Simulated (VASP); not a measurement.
Input:

```yaml
crystal:
  lattice:
    - [0.00000, 3.40772, 3.40772]
    - [3.40772, 0.00000, 3.40772]
    - [3.40772, 3.40772, 0.00000]
  atoms:
    - { symbol: K, position: [0.00000, 0.00000, 0.00000] }
    - { symbol: Br, position: [0.50000, 0.50000, 0.50000] }
```

All values below come from vdW-DF2, VASP's PBE PAW potentials (set 64) (plane waves; VASP). Run with 520 eV cut-off, 7×7×7 Γ-centred mesh, Gaussian smearing of 0.050 eV, potentials K_sv Br.

Question: The job: KBr (rock salt), 2 atoms, vdW-DF2, static run, 520 eV, 7×7×7 Γ-centred mesh. Roughly how much core time does it take on a busy server core?

Answer: About 80 core-seconds (one run on a shared machine, a rough figure). It had 20 irreducible k-points, 12 bands, up to 2145 plane waves and 13 electronic steps.

The compound is KBr in the rock salt structure. This cell is one point of a volume scan, at 1.06 of the reference volume.
